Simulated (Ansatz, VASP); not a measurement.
# WSeS: VASP beside Ansatz, part 2 of 2

Wanted: the spread between two codes on one cell, functional and k mesh. The cell is generated by rule, not measured, and may not be a known phase. The cell is taken from a series of runs on this material, whose earlier steps may have relaxed, scaled, displaced or heated it; both programs get it as it stands.

VASP 6.6.1 and Ansatz 0.2.0.

So far: The starting structure; Ansatz: G0W0 gap, PBEsol.

## 3. VASP: G0W0 gap, PBEsol

Level of this step: G0W0 on PBEsol, no spin polarisation; plane waves and PAW (W_sv_GW, S_GW, Se_GW); invented cell (VASP).

The same cell, functional and mesh now go to VASP, with its own data sets.

Lines of VASP's logs that name or quote its potential files are left out, and so is its time.

The run reads the wave functions of an earlier VASP run, which isn't shown here.

The input, INCAR:

```
SYSTEM = WSeS
PREC = Accurate
ENCUT = 340
ISMEAR = 0
SIGMA = 0.01
LREAL = .FALSE.
GGA = PS
NBANDS = 144
LASPH = .TRUE.
ALGO = EVGW0
NELMGW = 1
ENCUTGW = 60
NOMEGA = 64
PRECFOCK = Fast
NBANDSGW = 48
LWAVE = .FALSE.
LCHARG = .FALSE.
```

The input, POSCAR:

```
WSeS
1.0
    3.1714550191      0.0000000000      0.0000000000
   -1.5857275096      2.7465606135      0.0000000000
    0.0000000000      0.0000000000     12.0762625023
W S Se
2 2 2
Direct
    0.3333333333      0.6666666667      0.2549127471
    0.6666666667      0.3333333333      0.7549127471
    0.6666666667      0.3333333333      0.3822884343
    0.3333333333      0.6666666667      0.8822884343
    0.6666666667      0.3333333333      0.1127988187
    0.3333333333      0.6666666667      0.6127988187
```

The input, KPOINTS:

```
Automatic mesh
0
Gamma
9 9 2
0 0 0
```

PAW data sets: W_sv_GW, S_GW and Se_GW (PBE family, release 64).

The run is started by

```sh
mpirun -np 16 vasp_std
```

Numbers of over 12 decimals in the logs are rounded to 6 here.

Output:

```text
[banner, memory and clock lines left out]
running   16 mpi-ranks, on    1 nodes
 distrk:  each k-point on   16 cores,    1 groups
 distr:  one band on    1 cores,   16 groups

 POSCAR found type information on POSCAR W S Se
 POSCAR found :  3 types and       6 ions
|                                                                             |
|           W    W    AA    RRRRR   N    N  II  N    N   GGGG   !!!           |
|           W    W   A  A   R    R  NN   N  II  NN   N  G    G  !!!           |
|           W    W  A    A  R    R  N N  N  II  N N  N  G       !!!           |
|           W WW W  AAAAAA  RRRRR   N  N N  II  N  N N  G  GGG   !            |
|           WW  WW  A    A  R   R   N   NN  II  N   NN  G    G                |
|           W    W  A    A  R    R  N    N  II  N    N   GGGG   !!!           |
|                                                                             |
|     For optimal performance we recommend to set                             |
|       NCORE = 2 up to number-of-cores-per-socket                            |
|     NCORE specifies how many cores store one orbital (NPAR=cpu/NCORE).      |
|     This setting can greatly improve the performance of VASP for DFT.       |
|     The default, NCORE=1 might be grossly inefficient on modern             |
|     multi-core architectures or massively parallel machines. Do your        |
|     Unfortunately you need to use the default for GW and RPA                |
|     calculations (for HF NCORE is supported but not extensively tested      |
|     yet).                                                                   |
|                                                                             |

|                                                                             |
|               ----> ADVICE to this user running VASP <----                  |
|                                                                             |
|     You enforced a specific xc type in the INCAR file but a different       |
|     [... a line on the potential file left out ...]
|     I HOPE YOU KNOW WHAT YOU ARE DOING!                                     |
|                                                                             |

|                                                                             |
|           W    W    AA    RRRRR   N    N  II  N    N   GGGG   !!!           |
|           W    W   A  A   R    R  NN   N  II  NN   N  G    G  !!!           |
|           W    W  A    A  R    R  N N  N  II  N N  N  G       !!!           |
|           W WW W  AAAAAA  RRRRR   N  N N  II  N  N N  G  GGG   !            |
|           WW  WW  A    A  R   R   N   NN  II  N   NN  G    G                |
|           W    W  A    A  R    R  N    N  II  N    N   GGGG   !!!           |
|                                                                             |
|     The default for ENCUTGWSOFT is different in this version of VASP.       |
|     please manually set ENCUTGWSOFT =60 in the INCAR file.                  |
|                                                                             |

 LDA part: xc-table for (Slater+PW92), standard interpolation
 found WAVECAR, reading the header
 POSCAR, INCAR and KPOINTS ok, starting setup
 FFT: planning ... GRIDC
 FFT: planning ... GRID_SOFT
 FFT: planning ... GRID
 reading WAVECAR
 the WAVECAR file was read successfully
 initial charge from wavefunction
 available memory per node:     23.09 GB, setting MAXMEM to     23646

 The Fermi energy was updated, please check that it is located mid-gap
 values below the HOMO (VB) or above the LUMO (CB) will cause erroneous energies
 E-fermi :   8.6047

 calculate exact exchange contribution
 the WAVEDER file was read successfully
|                                                                             |
|           W    W    AA    RRRRR   N    N  II  N    N   GGGG   !!!           |
|           W    W   A  A   R    R  NN   N  II  NN   N  G    G  !!!           |
|           W    W  A    A  R    R  N N  N  II  N N  N  G       !!!           |
|           W WW W  AAAAAA  RRRRR   N  N N  II  N  N N  G  GGG   !            |
|           WW  WW  A    A  R   R   N   NN  II  N   NN  G    G                |
|           W    W  A    A  R    R  N    N  II  N    N   GGGG   !!!           |
|                                                                             |
|     Automatic setting of frequency mesh for GW failed. Frequency mesh       |
|     properly not suitable for determining QP energies. Consider             |
|     increasing number of kpoints.                                           |
|                                                                             |

energies w=
    0.000    0.000    0.815    0.000    1.629    0.000    2.439    0.000
    3.244    0.000    4.042    0.000    4.832    0.000    5.614    0.000
    6.385    0.000    7.147    0.000    7.898    0.000    8.639    0.000
    9.370    0.000   10.091    0.000   10.803    0.000   11.507    0.000
   12.203    0.000   12.893    0.000   13.578    0.000   14.258    0.000
   14.936    0.000   15.612    0.000   16.288    0.000   16.965    0.000
   17.646    0.000   18.331    0.000   19.023    0.000   19.724    0.000
   20.434    0.000   21.158    0.000   21.896    0.000   22.653    0.000
   23.430    0.000   24.230    0.000   25.057    0.000   25.916    0.000
   26.809    0.000   27.743    0.000   28.723    0.000   29.754    0.000
   30.845    0.000   32.003    0.000   33.240    0.000   34.564    0.000
   35.992    0.000   37.539    0.000   39.224    0.000   41.071    0.000
   43.109    0.000   45.373    0.000   47.907    0.000   50.769    0.000
   54.031    0.000   57.787    0.000   62.162    0.000   67.327    0.000
   73.520    0.000   81.083    0.000   90.524    0.000  102.634    0.000
  118.717    0.000  141.082    0.000  174.245    0.000  228.399    0.000
 responsefunction array rank=     128
 LDA part: xc-table for (Slater+PW92), standard interpolation

 min. memory requirement per mpi rank    319.5 MB, per node   5112.3 MB

 allocating   4 responsefunctions rank=   128
 shmem allocating  64 responsefunctions rank=   128
 response function shared by NCSHMEM nodes    1
 Doing            4  frequencies on each core in blocks of           64
NQ=   1    0.0000    0.0000    0.0000,
|.........|.........|.........|.........|.........|.........|.........|.........
 performed       1325000 updates of chi_q(r,r)
 total number of BLAS operations        103.95 Gflops
NQ=   2    0.1111   -0.0000    0.0000,
|.........|.........|.........|.........|.........|.........|.........|.........
 performed       3812000 updates of chi_q(r,r)
 total number of BLAS operations        306.92 Gflops
NQ=   3    0.2222   -0.0000    0.0000,
|.........|.........|.........|.........|.........|.........|.........|.........
 performed       6299000 updates of chi_q(r,r)
 total number of BLAS operations        509.88 Gflops
NQ=   4    0.3333    0.0000    0.0000,
|.........|.........|.........|.........|.........|.........|.........|.........
 performed       8786000 updates of chi_q(r,r)
 total number of BLAS operations        750.62 Gflops
NQ=   5    0.4444   -0.0000    0.0000,
|.........|.........|.........|.........|.........|.........|.........|.........
 performed      11273000 updates of chi_q(r,r)
 total number of BLAS operations       1000.20 Gflops
NQ=   6    0.1111    0.1111    0.0000,
|.........|.........|.........|.........|.........|.........|.........|.........
 performed      14008000 updates of chi_q(r,r)
 total number of BLAS operations       1246.12 Gflops
NQ=   7    0.2222    0.1111    0.0000,
|.........|.........|.........|.........|.........|.........|.........|.........
 performed      17241000 updates of chi_q(r,r)
 total number of BLAS operations       1553.46 Gflops
NQ=   8    0.3333    0.1111    0.0000,
|.........|.........|.........|.........|.........|.........|.........|.........
 performed      20474000 updates of chi_q(r,r)
 total number of BLAS operations       1872.18 Gflops
NQ=   9    0.4444    0.1111    0.0000,
|.........|.........|.........|.........|.........|.........|.........|.........
 performed      23209000 updates of chi_q(r,r)
 total number of BLAS operations       2166.69 Gflops
NQ=  10    0.2222    0.2222    0.0000,
|.........|.........|.........|.........|.........|.........|.........|.........
 performed      25944000 updates of chi_q(r,r)
 total number of BLAS operations       2431.52 Gflops
NQ=  11    0.3333    0.2222    0.0000,
|.........|.........|.........|.........|.........|.........|.........|.........
 performed      29177000 updates of chi_q(r,r)
 total number of BLAS operations       2816.54 Gflops
NQ=  12    0.3333    0.3333    0.0000,
|.........|.........|.........|.........|.........|.........|.........|.........
 performed      30806000 updates of chi_q(r,r)
 total number of BLAS operations       3004.31 Gflops
NQ=  13    0.0000    0.0000    0.5000,
|.........|.........|.........|.........|.........|.........|.........|.........
 performed      32131000 updates of chi_q(r,r)
 total number of BLAS operations       3086.45 Gflops
NQ=  14    0.1111   -0.0000    0.5000,
|.........|.........|.........|.........|.........|.........|.........|.........
 performed      34618000 updates of chi_q(r,r)
 total number of BLAS operations       3293.45 Gflops
NQ=  15    0.2222   -0.0000    0.5000,
|.........|.........|.........|.........|.........|.........|.........|.........
 performed      37105000 updates of chi_q(r,r)
 total number of BLAS operations       3492.41 Gflops
NQ=  16    0.3333    0.0000    0.5000,
|.........|.........|.........|.........|.........|.........|.........|.........
 performed      39592000 updates of chi_q(r,r)
 total number of BLAS operations       3715.96 Gflops
NQ=  17    0.4444   -0.0000    0.5000,
|.........|.........|.........|.........|.........|.........|.........|.........
 performed      42079000 updates of chi_q(r,r)
 total number of BLAS operations       3956.71 Gflops
NQ=  18    0.1111    0.1111    0.5000,
|.........|.........|.........|.........|.........|.........|.........|.........
 performed      44814000 updates of chi_q(r,r)
 total number of BLAS operations       4211.99 Gflops
NQ=  19    0.2222    0.1111    0.5000,
|.........|.........|.........|.........|.........|.........|.........|.........
 performed      48047000 updates of chi_q(r,r)
 total number of BLAS operations       4513.72 Gflops
NQ=  20    0.3333    0.1111    0.5000,
|.........|.........|.........|.........|.........|.........|.........|.........
 performed      51280000 updates of chi_q(r,r)
 total number of BLAS operations       4849.90 Gflops
NQ=  21    0.4444    0.1111    0.5000,
|.........|.........|.........|.........|.........|.........|.........|.........
 performed      54015000 updates of chi_q(r,r)
 total number of BLAS operations       5134.34 Gflops
NQ=  22    0.2222    0.2222    0.5000,
|.........|.........|.........|.........|.........|.........|.........|.........
 performed      56750000 updates of chi_q(r,r)
 total number of BLAS operations       5428.85 Gflops
NQ=  23    0.3333    0.2222    0.5000,
|.........|.........|.........|.........|.........|.........|.........|.........
 performed      59983000 updates of chi_q(r,r)
 total number of BLAS operations       5789.04 Gflops
NQ=  24    0.3333    0.3333    0.5000,
|.........|.........|.........|.........|.........|.........|.........|.........
 performed      61612000 updates of chi_q(r,r)
 total number of BLAS operations       5996.06 Gflops
 resolving degeneracies of screened two electron integrals

 calculate QP shifts <psi_nk| G(iteration)W_0 |psi_nk>: iteration 1
 entering main loop
```

OUTCAR, selected parts (step 3):

```text
ion  position               nearest neighbor table
   1  0.333  0.667  0.255-   3 2.39   3 2.39   3 2.39   5 2.51   5 2.51   5 2.51
   2  0.667  0.333  0.755-   4 2.39   4 2.39   4 2.39   6 2.51   6 2.51   6 2.51
   3  0.667  0.333  0.382-   1 2.39   1 2.39   1 2.39
   4  0.333  0.667  0.882-   2 2.39   2 2.39   2 2.39
   5  0.667  0.333  0.113-   1 2.51   1 2.51   1 2.51
   6  0.333  0.667  0.613-   2 2.51   2 2.51   2 2.51

  LATTYP: Found a hexagonal cell.
 ALAT       =     3.1714550191
 C/A-ratio  =     3.8077987642

 Subroutine GETGRP returns: Found 12 space group operations
 (whereof  6 operations were pure point group operations)

The static configuration has the point symmetry C_3v.
 The point group associated with its full space group is C_6v.

 Found     24 irreducible k-points:

   k-points           NKPTS =     24   k-points in BZ     NKDIM =    162   number of bands    NBANDS=    144

   dimension x,y,z NGX =    20 NGY =   20 NGZ =   80
   dimension x,y,z NGXF=    40 NGYF=   40 NGZF=  160

   ENCUT  =  340.0 eV  24.99 Ry    5.00 a.u.   4.77  4.77 18.16*2*pi/ulx,y,z

   NELECT =      52.0000    total number of electrons

  energy-cutoff  :      340.00
  volume of cell :      105.19
      direct lattice vectors                 reciprocal lattice vectors
     3.171455019  0.000000000  0.000000000     0.315312686  0.182045864  0.000000000
    -1.585727510  2.746560613  0.000000000     0.000000000  0.364091728  0.000000000
     0.000000000  0.000000000 12.076262502     0.000000000  0.000000000  0.082807077

 k-points in reciprocal lattice and weights: Automatic mesh
   0.00000000  0.00000000  0.00000000       0.006
   0.11111111 -0.00000000  0.00000000       0.037
   0.22222222 -0.00000000  0.00000000       0.037
   0.33333333  0.00000000  0.00000000       0.037
   0.44444444 -0.00000000  0.00000000       0.037
   0.11111111  0.11111111  0.00000000       0.037
   0.22222222  0.11111111  0.00000000       0.074
   0.33333333  0.11111111  0.00000000       0.074
   0.44444444  0.11111111  0.00000000       0.037
[...]
0.33333333  0.22222222  0.50000000       0.074
   0.33333333  0.33333333  0.50000000       0.012

 E-fermi :   8.6047

 QP shifts <psi_nk| G(iteration)W_0 |psi_nk>: iteration 1
 for sc-GW calculations column KS-energies equals QP-energies in previous step
 and V_xc(KS)=  KS-energies - (<T + V_ion + V_H > + <T+V_H+V_ion>^1  + <V_x>^1)
 k-point   1 :       0.0000    0.0000    0.0000
  band No.  KS-energies  QP-energies   sigma(KS)   V_xc(KS)     V^pw_x(r,r')   Z            occupation Imag(sigma)
    ...
     23       6.4550       6.7256     -14.8268     -15.1757     -16.5967       0.7757       2.0000       0.1912
     24       6.4863       6.6637     -13.7346     -13.9635     -15.4579       0.7747       2.0000       0.2075
     25       7.3614       7.4604     -13.7015     -13.8284     -15.6014       0.7804       2.0000       0.1836
     26       8.2320       8.6213     -14.7320     -15.2343     -15.6404       0.7750       2.0000       0.1125
     27      10.5635      11.4036     -13.7909     -14.8788     -10.3729       0.7722       0.0000      -0.2453
     28      10.5635      11.4036     -13.7909     -14.8788     -10.3729       0.7722       0.0000      -0.2453
     29      10.6094      11.4864     -13.8049     -14.9379     -10.3157       0.7741       0.0000      -0.2436
     30      10.6094      11.4864     -13.8049     -14.9379     -10.3157       0.7741       0.0000      -0.2436
    ...

 k-point   2 :       0.1111   -0.0000    0.0000
  band No.  KS-energies  QP-energies   sigma(KS)   V_xc(KS)     V^pw_x(r,r')   Z            occupation Imag(sigma)
    ...
     23       6.2702       6.4250     -14.1726     -14.3716     -16.1753       0.7776       2.0000       0.2064
     24       6.6037       6.8068     -13.8672     -14.1291     -15.5013       0.7750       2.0000       0.1967
     25       7.3577       7.4588     -13.7158     -13.8455     -15.6690       0.7797       2.0000       0.1844
     26       7.7709       8.1144     -14.5046     -14.9476     -15.6210       0.7756       2.0000       0.1343
     27      10.2670      11.0736     -13.3308     -14.3683     -10.0234       0.7774       0.0000      -0.2317
     28      10.4098      11.2042     -13.4977     -14.5239     -10.2708       0.7741       0.0000      -0.2346
     29      10.4351      11.2991     -13.3318     -14.4374      -9.8811       0.7815       0.0000      -0.2309
     30      10.5624      11.3985     -13.8015     -14.8825     -10.3643       0.7734       0.0000      -0.2492
    ...

 k-point   3 :       0.2222   -0.0000    0.0000
  band No.  KS-energies  QP-energies   sigma(KS)   V_xc(KS)     V^pw_x(r,r')   Z            occupation Imag(sigma)
    ...
     23       6.0294       6.2109     -14.2781     -14.5126     -16.3833       0.7737       2.0000       0.2307
     24       6.4320       6.5768     -13.6814     -13.8683     -15.5853       0.7755       2.0000       0.2095
     25       6.7710       6.9935     -14.1126     -14.4008     -15.7605       0.7723       2.0000       0.1916
     26       6.8310       7.0053     -14.0862     -14.3119     -15.9308       0.7723       2.0000       0.1988
     27       9.3828      10.1400     -13.1979     -14.1668     -10.0345       0.7816       0.0000      -0.1960
     28      10.0338      10.8352     -13.7180     -14.7532     -10.4959       0.7742       0.0000      -0.2224
     29      10.2677      11.1253     -13.6058     -14.7045     -10.1328       0.7806       0.0000      -0.2330
     30      10.4816      11.3261     -13.9665     -15.0607     -10.5720       0.7717       0.0000      -0.2514
    ...

 k-point   4 :       0.3333    0.0000    0.0000
  band No.  KS-energies  QP-energies   sigma(KS)   V_xc(KS)     V^pw_x(r,r')   Z            occupation Imag(sigma)
    ...
     23       6.1416       6.2407     -13.7724     -13.9010     -15.8934       0.7714       2.0000       0.2368
     24       6.2804       6.3740     -13.7383     -13.8588     -15.9133       0.7767       2.0000       0.2205
     25       6.4427       6.6534     -14.0648     -14.3376     -15.8456       0.7721       2.0000       0.2120
     26       6.5191       6.6554     -13.9846     -14.1598     -16.0550       0.7783       2.0000       0.2069
     27       9.5862      10.3775     -13.6287     -14.6466     -10.2410       0.7774       0.0000      -0.2162
     28      10.0327      10.9199     -14.5739     -15.7270     -11.0781       0.7694       0.0000      -0.2419
     29      10.3350      11.2409     -14.6842     -15.8632     -11.1127       0.7683       0.0000      -0.2588
     30      10.4522      11.2987     -13.7135     -14.8029     -10.0839       0.7770       0.0000      -0.2545
    ...

[... 4 further parts left out ...]
```

This run has no spin polarisation, so a moment on W, if there is one, isn't seen.

## 4. Differences

Known differences besides the potentials themselves: fixed occupations in Ansatz, narrow Gaussian smearing in VASP; the data sets hold 72 valence electrons in Ansatz (on its PAW soft_1 files) and 52 in VASP; the cutoff is 420 eV in Ansatz and 340 eV in VASP; Ansatz makes its cores anew for this functional, VASP keeps those of its PBE data sets; Ansatz integrates over frequency by contour deformation, VASP on a grid of NOMEGA points; Ansatz's G0W0 levels solve the quasiparticle equation, VASP's are linearised. Total energies have different zeros and are not compared.

Both answers:

| quantity | Ansatz | VASP | difference |
| --- | --- | --- | --- |
| G0W0 gap on the mesh (eV) | 1.00 | 1.08 | -0.07 |
| Kohn-Sham gap under it (eV) | 0.75 | 0.75 | 0.00 |

VASP's log warns that its frequency grid doesn't suit quasiparticle energies on this mesh.

## 5. What came out

```yaml
difference_in_g0w0_gap_on_the_mesh_g0w0_gap_pbesol: -0.071 eV
```

What this shows: The difference in G0W0 gap on the mesh is -0.071 eV (G0W0 gap, PBEsol). The data sets hold unlike numbers of valence electrons (72 in Ansatz and 52 in VASP), so part of the differences comes from the potentials. Such differences can come from data sets, numerical settings and the points named under the comparisons, not from the functional's error against experiment.

[Lines on the potential files, build, host, timing and source positions are cut from VASP's logs without a mark.]

[Logs are printed without paths, hosts, clocks, repeated set-up lines and the standing remarks that a program may print on its own settings, such as how far it seeks lower states.]

[Hosts, paths, dates, database ids (printed as entryN), source tags and the programs' standing remarks are cut or masked in the printed files.]
